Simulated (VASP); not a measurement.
# Calcium: accuracy against cost in the smearing and SCF solver, part 2 of 3

Aim: find what the smearing and SCF solver change for Calcium, and what they cost. The series runs use r2SCAN. The start is a cell from a database of measured crystal structures.

VASP 6.6.1; r2SCAN; plane waves and PAW (Ca_sv).

Still holding for the runs below: The k-mesh is coarse for a metal.

So far. Step 7 (Smearing: ISMEAR = 2, SIGMA = 0.01): Against the first of the series the energy at zero width stays within 0.01 meV an atom and the pressure within 0.01 GPa, after 14 cycles in 44 s. The entropy term T·S comes to 0.00 meV an atom in size.

### Step 8. Smearing: ISMEAR = 2, SIGMA = 0.05

INCAR

```
SYSTEM = Ca
PREC = Accurate
ENCUT = 400
EDIFF = 1E-06
NELM = 100
ISMEAR = 2
SIGMA = 0.05
LREAL = .FALSE.
ALGO = Normal
METAGGA = R2SCAN
LASPH = .TRUE.
NBANDS = 11
LORBIT = 11
LWAVE = .FALSE.
LCHARG = .FALSE.
KPAR = 2
ISIF = 2
```

POSCAR

```
Ca
1.0
    0.0000000000      2.7942000000      2.7942000000
    2.7942000000      0.0000000000      2.7942000000
    2.7942000000      2.7942000000      0.0000000000
Ca
1
Direct
    0.0000000000      0.0000000000      0.0000000000
```

KPOINTS

```
Automatic mesh
0
Gamma
7 7 7
0 0 0
```

Potentials, in the order of the species: Ca_sv (PBE family, release 64).

Launch:

```console
$ mpirun -np 2 vasp_std
```

What it wrote:

```text
[... set-up lines as in an earlier step ...]
 entering main loop
       N       E                     dE             d eps       ncg     rms          rms(c)
DAV:   1     0.547712341516E+02    0.54771E+02   -0.46545E+03   440   0.699E+02
DAV:   2    -0.750604137094E+01   -0.62277E+02   -0.61667E+02   497   0.201E+02
DAV:   3    -0.911190292810E+01   -0.16059E+01   -0.15758E+01   623   0.300E+01
DAV:   4    -0.919810029267E+01   -0.86197E-01   -0.85398E-01   544   0.594E+00
[...]
DAV:  12    -0.704036827550E+01    0.46561E-04   -0.19930E-04   639   0.146E-01    0.589E-02
DAV:  13    -0.704041034489E+01   -0.42069E-04   -0.48941E-05   658   0.492E-02    0.839E-03
DAV:  14    -0.704041080723E+01   -0.46233E-06   -0.75221E-06   670   0.155E-02
   1 F= -.70404108E+01 E0= -.70405123E+01  d E =0.406148E-03
```

Elapsed: 44 s, on 2 MPI ranks of AMD EPYC 7R43, shared host; peak memory 0.24 GiB.

From OUTCAR (step 8):

```text
  Total       -0.0297844     -0.0297844     -0.0297844     -0.0000000     -0.0000000      0.0000000
  in kB       -1.0936978     -1.0936978     -1.0936978     -0.0000000     -0.0000000      0.0000000
  external PRESSURE =      -1.0936978 kB  Pullay stress =       0.0000000 kB

  FREE ENERGIE OF THE ION-ELECTRON SYSTEM (eV)
  ---------------------------------------------------
  free  energy   TOTEN  =        -7.0404108072 eV

  energy  without entropy=       -7.0408169553  energy(sigma->0) =       -7.04051234

[... 3 parts as in an earlier step ...]

[... 1 further part left out ...]
[key lines of the parts left out:]
E-fermi :   1.7689
```

Against the run before the energy at zero width moves by +0.14 meV an atom and the pressure by -0.01 GPa, after 14 cycles in 44 s. The entropy term T·S comes to 0.41 meV an atom in size.

### Step 9. Smearing: ISMEAR = 2, SIGMA = 0.1

Changes to INCAR since step 8:

```diff
@@ -6,3 +6,3 @@
 ISMEAR = 2
-SIGMA = 0.05
+SIGMA = 0.1
 LREAL = .FALSE.
```

POSCAR is that of step 8.

KPOINTS is that of step 8.

Launch:

```console
$ mpirun -np 2 vasp_std
```

What it wrote:

```text
[... set-up lines as in an earlier step ...]
 entering main loop
       N       E                     dE             d eps       ncg     rms          rms(c)
DAV:   1     0.547693154952E+02    0.54769E+02   -0.46545E+03   440   0.699E+02
DAV:   2    -0.750639293713E+01   -0.62276E+02   -0.61653E+02   497   0.201E+02
DAV:   3    -0.911102702779E+01   -0.16046E+01   -0.15711E+01   623   0.300E+01
DAV:   4    -0.919732189720E+01   -0.86295E-01   -0.85102E-01   544   0.593E+00
[...]
DAV:  13    -0.703996678197E+01   -0.95421E-05   -0.16507E-05   678   0.175E-02    0.138E-02
DAV:  14    -0.703996773309E+01   -0.95113E-06   -0.12880E-05   690   0.187E-02    0.166E-03
DAV:  15    -0.703996753331E+01    0.19979E-06   -0.10327E-07   280   0.367E-03
   1 F= -.70399675E+01 E0= -.70401618E+01  d E =0.776983E-03
```

Elapsed: 50 s, on 2 MPI ranks; peak memory 0.24 GiB.

OUTCAR, selected parts (step 9):

```text
  Total       -0.0404921     -0.0404921     -0.0404921     -0.0000000      0.0000000     -0.0000000
  in kB       -1.4868879     -1.4868879     -1.4868879     -0.0000000      0.0000000     -0.0000000
  external PRESSURE =      -1.4868879 kB  Pullay stress =       0.0000000 kB

 POSITION                                       TOTAL-FORCE (eV/Angst)
 -----------------------------------------------------------------------------------
      0.00000      0.00000      0.00000         0.000000      0.000000      0.000000
 -----------------------------------------------------------------------------------
    total drift:                               -0.000000     -0.000000      0.000000

  FREE ENERGIE OF THE ION-ELECTRON SYSTEM (eV)
  ---------------------------------------------------
  free  energy   TOTEN  =        -7.0399675333 eV

  energy  without entropy=       -7.0407445164  energy(sigma->0) =       -7.04016178

[... 2 parts as in an earlier step ...]

[... 1 further part left out ...]
[key lines of the parts left out:]
E-fermi :   1.7930
```

Against the run before the energy at zero width moves by +0.35 meV an atom and the pressure by -0.04 GPa, after 15 cycles in 50 s. The entropy term T·S comes to 0.78 meV an atom in size.

### Step 10. Smearing: ISMEAR = 2, SIGMA = 0.2

Changes to INCAR since step 9:

```diff
@@ -6,3 +6,3 @@
 ISMEAR = 2
-SIGMA = 0.1
+SIGMA = 0.2
 LREAL = .FALSE.
```

POSCAR is that of step 9.

KPOINTS is that of step 9.

Launch:

```console
$ mpirun -np 2 vasp_std
```

What it wrote:

```text
[... set-up lines as in an earlier step ...]
 entering main loop
       N       E                     dE             d eps       ncg     rms          rms(c)
DAV:   1     0.547650590132E+02    0.54765E+02   -0.46545E+03   440   0.699E+02
DAV:   2    -0.750821479056E+01   -0.62273E+02   -0.61643E+02   497   0.201E+02
DAV:   3    -0.911166161163E+01   -0.16034E+01   -0.15712E+01   623   0.300E+01
DAV:   4    -0.919875702954E+01   -0.87095E-01   -0.85819E-01   544   0.595E+00
[...]
DAV:  15    -0.703771843496E+01    0.28519E-05   -0.44578E-06   690   0.107E-02    0.537E-03
DAV:  16    -0.703772000915E+01   -0.15742E-05   -0.64631E-07   364   0.471E-03    0.116E-03
DAV:  17    -0.703772019308E+01   -0.18392E-06   -0.18922E-07   220   0.315E-03
   1 F= -.70377202E+01 E0= -.70390776E+01  d E =0.542961E-02
```

It took 45 s on 2 MPI ranks; peak memory 0.23 GiB; 89 s of CPU time.

OUTCAR, selected parts (step 10):

```text
  Total       -0.0375140     -0.0375140     -0.0375140     -0.0000000      0.0000000     -0.0000000
  in kB       -1.3775329     -1.3775329     -1.3775329     -0.0000000      0.0000000     -0.0000000
  external PRESSURE =      -1.3775329 kB  Pullay stress =       0.0000000 kB

 POSITION                                       TOTAL-FORCE (eV/Angst)
 -----------------------------------------------------------------------------------
      0.00000      0.00000      0.00000        -0.000000      0.000000      0.000000
 -----------------------------------------------------------------------------------
    total drift:                               -0.000000     -0.000000     -0.000000

  FREE ENERGIE OF THE ION-ELECTRON SYSTEM (eV)
  ---------------------------------------------------
  free  energy   TOTEN  =        -7.0377201931 eV

  energy  without entropy=       -7.0431498079  energy(sigma->0) =       -7.03907760

[... 2 parts as in an earlier step ...]

[... 1 further part left out ...]
[key lines of the parts left out:]
E-fermi :   1.8678
```

Against the run before the energy at zero width moves by +1.08 meV an atom and the pressure by +0.01 GPa, after 17 cycles in 45 s. The entropy term T·S comes to 5.43 meV an atom in size.

### Step 11. Smearing: ISMEAR = 2, SIGMA = 0.5

Changes to INCAR since step 10:

```diff
@@ -6,3 +6,3 @@
 ISMEAR = 2
-SIGMA = 0.2
+SIGMA = 0.5
 LREAL = .FALSE.
```

POSCAR is that of step 10.

KPOINTS is that of step 10.

Launch:

```console
$ mpirun -np 2 vasp_std
```

What it wrote:

```text
[... set-up lines as in an earlier step ...]
 entering main loop
       N       E                     dE             d eps       ncg     rms          rms(c)
DAV:   1     0.547568155930E+02    0.54757E+02   -0.46545E+03   440   0.699E+02
DAV:   2    -0.751118116904E+01   -0.62268E+02   -0.61621E+02   497   0.201E+02
DAV:   3    -0.911268623230E+01   -0.16015E+01   -0.15690E+01   623   0.300E+01
DAV:   4    -0.920073468509E+01   -0.88048E-01   -0.86892E-01   544   0.598E+00
[...]
DAV:  14    -0.703947165369E+01   -0.14954E-05   -0.86989E-06   681   0.159E-02    0.463E-03
DAV:  15    -0.703946967529E+01    0.19784E-05   -0.23308E-06   668   0.794E-03    0.346E-03
DAV:  16    -0.703947048872E+01   -0.81343E-06   -0.20059E-07   250   0.317E-03
   1 F= -.70394705E+01 E0= -.70390563E+01  d E =-.165684E-02
```

It took 52 s on 2 MPI ranks; peak memory 0.24 GiB; 1.7 min of CPU time.

From OUTCAR (step 11):

```text
  Total       -0.0481793     -0.0481793     -0.0481793      0.0000000      0.0000000     -0.0000000
  in kB       -1.7691667     -1.7691667     -1.7691667      0.0000000      0.0000000     -0.0000000
  external PRESSURE =      -1.7691667 kB  Pullay stress =       0.0000000 kB

  FREE ENERGIE OF THE ION-ELECTRON SYSTEM (eV)
  ---------------------------------------------------
  free  energy   TOTEN  =        -7.0394704887 eV

  energy  without entropy=       -7.0378136463  energy(sigma->0) =       -7.03905628

[... 3 parts as in an earlier step ...]

[... 1 further part left out ...]
[key lines of the parts left out:]
E-fermi :   1.8921
```

Against the run before the energy at zero width moves by +0.02 meV an atom and the pressure by -0.04 GPa, after 16 cycles in 52 s. The entropy term T·S comes to 1.66 meV an atom in size.

### Step 12. Smearing: ISMEAR = -5

Changes to INCAR since step 11:

```diff
@@ -5,4 +5,4 @@
 NELM = 100
-ISMEAR = 2
-SIGMA = 0.5
+ISMEAR = -5
+SIGMA = 0.05
 LREAL = .FALSE.
```

POSCAR is that of step 11.

KPOINTS is that of step 11.

Launch:

```console
$ mpirun -np 2 vasp_std
```

What it wrote:

```text
[... set-up lines as in an earlier step ...]
 entering main loop
       N       E                     dE             d eps       ncg     rms          rms(c)
DAV:   1     0.547409015570E+02    0.54741E+02   -0.46545E+03   440   0.699E+02
DAV:   2    -0.750556026298E+01   -0.62246E+02   -0.61671E+02   497   0.201E+02
DAV:   3    -0.910904368700E+01   -0.16035E+01   -0.15821E+01   623   0.300E+01
DAV:   4    -0.919585425650E+01   -0.86811E-01   -0.85507E-01   544   0.595E+00
[...]
DAV:  13    -0.703281162379E+01   -0.52565E-04   -0.33687E-05   706   0.390E-02    0.155E-02
DAV:  14    -0.703283424165E+01   -0.22618E-04   -0.12133E-05   685   0.182E-02    0.636E-04
DAV:  15    -0.703283333276E+01    0.90889E-06   -0.10162E-07   288   0.275E-03
   1 F= -.70328333E+01 E0= -.70328333E+01  d E =0.000000E+00
 -----------------------------------------------------------------------------
|                                                                             |
|           W    W    AA    RRRRR   N    N  II  N    N   GGGG   !!!           |
|           W    W   A  A   R    R  NN   N  II  NN   N  G    G  !!!           |
|           W    W  A    A  R    R  N N  N  II  N N  N  G       !!!           |
|           W WW W  AAAAAA  RRRRR   N  N N  II  N  N N  G  GGG   !            |
|           WW  WW  A    A  R   R   N   NN  II  N   NN  G    G                |
|           W    W  A    A  R    R  N    N  II  N    N   GGGG   !!!           |
|                                                                             |
|     Tetrahedron method does not include variations of the Fermi             |
|     occupations, so forces and stress will be inaccurate. We suggest        |
|     using a different smearing scheme ISMEAR = 1 or 2 for metals in         |
|     relaxations.                                                            |
|                                                                             |
 -----------------------------------------------------------------------------
```

Wall time 51 s (2 MPI ranks); peak memory 0.23 GiB.

From OUTCAR (step 12):

```text
  Total       -0.1052361     -0.1052361     -0.1052361      0.0000000      0.0000000     -0.0000000
  in kB       -3.8643187     -3.8643187     -3.8643187      0.0000000      0.0000000     -0.0000000
  external PRESSURE =      -3.8643187 kB  Pullay stress =       0.0000000 kB

 POSITION                                       TOTAL-FORCE (eV/Angst)
 -----------------------------------------------------------------------------------
      0.00000      0.00000      0.00000        -0.000000      0.000000     -0.000000
 -----------------------------------------------------------------------------------
    total drift:                               -0.000000     -0.000000     -0.000000

  FREE ENERGIE OF THE ION-ELECTRON SYSTEM (eV)
  ---------------------------------------------------
  free  energy   TOTEN  =        -7.0328333328 eV

  energy  without entropy=       -7.0328333328  energy(sigma->0) =       -7.03283333

[... 2 parts as in an earlier step ...]

[... 1 further part left out ...]
[key lines of the parts left out:]
E-fermi :   1.8811
```

With tetrahedra the forces and stress of a metal are not exact derivatives of the energy.

Against the first of the series the energy at zero width moves by +7.82 meV an atom and the pressure by -0.29 GPa, after 15 cycles in 51 s.

### Step 13. The smearing series as a table

This step: convergence of r2SCAN results with the smearing; plane waves and PAW (VASP 6.6.1).

Derived from the runs above.

One cell and one 7×7×7 mesh. Free energy against width, by row:

| Fermi-Dirac width σ (eV) | free energy less that at the narrowest width (meV/atom) |
| --- | --- |
| 0.01 | 0 |
| 0.05 | -1.71 |
| 0.1 | -13.65 |
| 0.2 | -64.8 |
| 0.5 | -437.7 |

Differences are taken from the run with ISMEAR = -1, SIGMA = 0.01. Results of the series, by row:

```csv
setting,status,energy less the reference (meV/atom),pressure (GPa),SCF cycles,wall time (s)
"ISMEAR = -1, SIGMA = 0.01",converged,0,-0.1002,14,50
"ISMEAR = -1, SIGMA = 0.05",converged,1.464,-0.1388,17,55
"ISMEAR = -1, SIGMA = 0.1",converged,3.155,-0.1475,16,52
"ISMEAR = -1, SIGMA = 0.2",converged,4.7,-0.09505,15,49
"ISMEAR = -1, SIGMA = 0.5",converged,-1.247,0.2335,16,51
"ISMEAR = 2, SIGMA = 0.01",converged,-6.00e-5,-0.1009,14,44
"ISMEAR = 2, SIGMA = 0.05",converged,0.1422,-0.1094,14,44
"ISMEAR = 2, SIGMA = 0.1",converged,0.4927,-0.1487,15,50
"ISMEAR = 2, SIGMA = 0.2",converged,1.577,-0.1378,17,45
"ISMEAR = 2, SIGMA = 0.5",converged,1.598,-0.1769,16,52
ISMEAR = -5,converged,7.821,-0.3864,15,51
```

### Step 14. SCF solver: ALGO = Normal

This step: r2SCAN; plane waves and PAW (Ca_sv) (VASP 6.6.1).

All solvers should reach one answer; they differ in cycles and robustness.

Changes to INCAR since step 12:

```diff
@@ -5,3 +5,3 @@
 NELM = 100
-ISMEAR = -5
+ISMEAR = -1
 SIGMA = 0.05
```

POSCAR is that of step 12.

KPOINTS is that of step 12.

Launch:

```console
$ mpirun -np 2 vasp_std
```

What it wrote:

```text
[... set-up lines as in an earlier step ...]
 entering main loop
       N       E                     dE             d eps       ncg     rms          rms(c)
[... 17 cycles as in an earlier step ...]
   1 F= -.70423652E+01 E0= -.70391904E+01  d E =-.634965E-02
```

Run time: 55 s. Hardware: 2 MPI ranks; peak memory 0.23 GiB.

OUTCAR, selected parts (step 14):

```text
   NELECT =      10.0000    total number of electrons

 E-fermi :   1.8745

 k-point     1 :       0.0000    0.0000    0.0000
  band No.  band energies     occupation
      1     -42.0010      2.00000
      2     -22.0316      2.00000
      3     -22.0316      2.00000
      4     -22.0315      2.00000
      5      -2.3639      2.00000
      6       4.5235      0.00000
      7       4.5235      0.00000
      8       4.5235      0.00000
      9       5.6084      0.00000
     10       5.6084      0.00000
    ...

[... 12 parts as in an earlier step ...]

[... 9 further parts left out ...]
```

This step gave:

```yaml
scf_cycles: 17
free_energy_toten: -7.042 eV
fermi_energy: 1.875 eV
pressure: -0.1388 GPa
```

The series starts at -7.0392 eV an atom and -0.14 GPa, after 17 cycles in 55 s.

### Step 15. SCF solver: ALGO = Fast

Changes to INCAR since step 14:

```diff
@@ -8,3 +8,3 @@
 LREAL = .FALSE.
-ALGO = Normal
+ALGO = Fast
 METAGGA = R2SCAN
```

POSCAR is that of step 14.

KPOINTS is that of step 14.

Launch:

```console
$ mpirun -np 2 vasp_std
```

What it wrote:

```text
[... set-up lines as in an earlier step ...]
 entering main loop
       N       E                     dE             d eps       ncg     rms          rms(c)
[... 5 cycles as in an earlier step ...]
RMM:   6    -0.696120137176E+01    0.22472E+01   -0.13075E+00   521   0.101E+01    0.118E+00
RMM:   7    -0.698210755549E+01   -0.20906E-01   -0.41229E-01   587   0.253E+00    0.159E+00
RMM:   8    -0.699082275907E+01   -0.87152E-02   -0.54182E-02   628   0.118E+00    0.195E+00
RMM:   9    -0.701926177154E+01   -0.28439E-01   -0.33522E-01   693   0.534E+00    0.133E+00
[...]
RMM:  25    -0.704236470481E+01   -0.50095E-05   -0.37584E-05   666   0.524E-02    0.461E-03
RMM:  26    -0.704236505050E+01   -0.34569E-06   -0.10203E-05   592   0.234E-02    0.281E-03
RMM:  27    -0.704236537381E+01   -0.32331E-06   -0.41984E-06   445   0.144E-02
   1 F= -.70423654E+01 E0= -.70391910E+01  d E =-.634874E-02
```

Wall time 2 min (2 MPI ranks); peak memory 0.23 GiB.

From OUTCAR (step 15):

```text
  Total       -0.0405765     -0.0405765     -0.0405765      0.0000000     -0.0000000     -0.0000000
  in kB       -1.4899875     -1.4899875     -1.4899875      0.0000000     -0.0000000     -0.0000000
  external PRESSURE =      -1.4899875 kB  Pullay stress =       0.0000000 kB

  FREE ENERGIE OF THE ION-ELECTRON SYSTEM (eV)
  ---------------------------------------------------
  free  energy   TOTEN  =        -7.0423653738 eV

  energy  without entropy=       -7.0360166379  energy(sigma->0) =       -7.03919101

[... 3 parts as in an earlier step ...]

[... 1 further part left out ...]
[key lines of the parts left out:]
E-fermi :   1.8745
```

Against the first of the series the energy stays within 0.01 meV an atom; the pressure moves by -0.01 GPa, after 27 cycles in 2 min.

### Step 16. SCF solver: ALGO = VeryFast

Changes to INCAR since step 15:

```diff
@@ -8,3 +8,3 @@
 LREAL = .FALSE.
-ALGO = Fast
+ALGO = VeryFast
 METAGGA = R2SCAN
```

POSCAR is that of step 15.

KPOINTS is that of step 15.

Launch:

```console
$ mpirun -np 2 vasp_std
```

What it wrote:

```text
[... set-up lines as in an earlier step ...]
 entering main loop
       N       E                     dE             d eps       ncg     rms          rms(c)
RMM:   1     0.870122039353E+02    0.87012E+02   -0.27719E+03   220   0.545E+02
RMM:   2    -0.821958721917E+01   -0.95232E+02   -0.99555E+02   220   0.174E+02
RMM:   3    -0.692174115530E+01    0.12978E+01   -0.99590E+01   220   0.725E+01
RMM:   4    -0.783838372491E+01   -0.91664E+00   -0.80642E+00   220   0.286E+01
[...]
RMM:  53    -0.704236278833E+01   -0.36023E-05   -0.29436E-06   438   0.913E-03    0.491E-03
RMM:  54    -0.704236413845E+01   -0.13501E-05   -0.10967E-06   375   0.689E-03    0.258E-03
RMM:  55    -0.704236472625E+01   -0.58780E-06   -0.22416E-07   356   0.501E-03
   1 F= -.70423647E+01 E0= -.70391896E+01  d E =-.635021E-02
```

Wall time 3 min (2 MPI ranks); peak memory 0.23 GiB; 5.9 min of CPU time.

Parts of OUTCAR (step 16):

```text
  Total       -0.0367935     -0.0367935     -0.0367935     -0.0000000     -0.0000000      0.0000000
  in kB       -1.3510729     -1.3510729     -1.3510729     -0.0000000     -0.0000000      0.0000000
  external PRESSURE =      -1.3510729 kB  Pullay stress =       0.0000000 kB

  FREE ENERGIE OF THE ION-ELECTRON SYSTEM (eV)
  ---------------------------------------------------
  free  energy   TOTEN  =        -7.0423647263 eV

  energy  without entropy=       -7.0360145180  energy(sigma->0) =       -7.03918962

[... 3 parts as in an earlier step ...]

[... 1 further part left out ...]
[key lines of the parts left out:]
E-fermi :   1.8745
```

Against the first of the series the energy stays within 0.01 meV an atom and the pressure within 0.01 GPa, after 55 cycles in 3 min.

(Part 2 of 3 ends here.)

[Lines on the potential files, build, host, timing and source positions are cut from VASP's logs without a mark.]

[Logs are printed without paths, hosts, clocks, repeated set-up lines and the standing remarks that a program may print on its own settings, such as how far it seeks lower states.]

[Hosts, paths, dates, database ids (printed as entryN), source tags and the programs' standing remarks are cut or masked in the printed files.]

[A measured line is paired with the nearest computed mode of its activity, which favours agreement.]
